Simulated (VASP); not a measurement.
CeO$_{2}$ (fluorite): the LDA gap over mesh and path against the volume, with the cell scaled uniformly; LDA's own equilibrium is at 12.846 Å³/atom. VASP (PAW), 520 eV cut-off, 8×8×8 Γ-centred mesh, Gaussian smearing of 0.050 eV, potentials Ce O.  Fit the value as a straight line in ln V.

```
V (Å³/atom)  LDA gap over mesh and path (eV)
-----------  -------------------------------
11.689                                 2.178
12.075                                 2.095
12.46                                  2.013
12.846                                 1.932
13.231                                 1.854
13.616                                 1.778
```

Q: Fit the rows as the text says and predict the value at 11.304.

A: The slope against ln V is -2.63 eV, the volume deformation potential of this gap. The line misses the rows by up to 0.001 and gives 2.267 at 11.304. The run gave 2.260, -0.007 from the line.

Left out are failed runs and those whose mesh is unfit for this quantity.

The compound is CeO2 in the fluorite structure. The run is not spin-polarised, so no magnetic state was tried.
